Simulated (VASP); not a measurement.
Set up this calculation in VASP 6.6.1, as the native input.

| Item | Value |
| --- | --- |
| Task | electric field gradients |
| Functional | PBE |
| Potentials or basis | VASP PAW PBE potentials, release 64 (Zn, S) |
| Cutoff | 520 eV |
| k mesh | 8 × 8 × 2 |
| Occupations | fermi-dirac, width 0.02 eV |
| Spin | no spin polarisation |
| Dipole correction | no |
| Further INCAR settings | LREAL = Auto; ALGO = Fast; EDIFF = 1e-08; NBANDS = 86 |

The structure of ZnS lies in POSCAR:

```
ZnS
1.0
    3.8083864859      0.0000000000      0.0000000000
   -1.9041932429      3.2981594442      0.0000000000
    0.0000000000      0.0000000000     24.8909590100
Zn S
8 8
Direct
    0.3333333333      0.6666666667      0.7499129200
    0.3333333333      0.6666666667      0.1247858200
    0.0000000000      0.0000000000      0.0000428700
    0.6666666667      0.3333333333      0.8753247300
    0.6666666667      0.3333333333      0.2499129200
    0.3333333333      0.6666666667      0.3753247300
    0.0000000000      0.0000000000      0.5000428700
    0.6666666667      0.3333333333      0.6247858200
    0.0000000000      0.0000000000      0.5937127400
    0.6666666667      0.3333333333      0.9689881200
    0.3333333333      0.6666666667      0.2185024700
    0.6666666667      0.3333333333      0.3439283300
    0.3333333333      0.6666666667      0.8439283300
    0.3333333333      0.6666666667      0.4689881200
    0.6666666667      0.3333333333      0.7185024700
    0.0000000000      0.0000000000      0.0937127400
```

The cell is a database's computed one.

These files were run (other wordings do the same):

INCAR

```
SYSTEM = ZnS
PREC = Accurate ; ENCUT = 520
EDIFF = 1E-8 ; ISMEAR = -1
SIGMA = 0.02 ; LREAL = Auto
LASPH = .True. ; NELM = 100
ALGO = Fast ; ISIF = 2
LWAVE = .False. ; LCHARG = .False.
GGA = PE ; LEFG = .True.
NBANDS = 86
```

KPOINTS

```
regular mesh
0
Gamma
  8 8 2
  0 0 0
```

Potentials or basis: VASP PAW PBE potentials, release 64 (Zn, S).

Launch:

```sh
$ cat potpaw_PBE.64/Zn/POTCAR potpaw_PBE.64/S/POTCAR > POTCAR
$ mpirun -np 1 vasp_std > vasp.out
```

Results of the run:

```json
{
  "Pressure": "2.5 GPa",
  "Largest force": "0.021 eV/Å",
  "Band gap on the k mesh": "2.17 eV, direct"
}
```

It took 8.7 min on 1 thread of Intel(R) Xeon(R) 6975P-C (Granite Rapids), with other jobs on the host, peak memory 0.57 GiB.
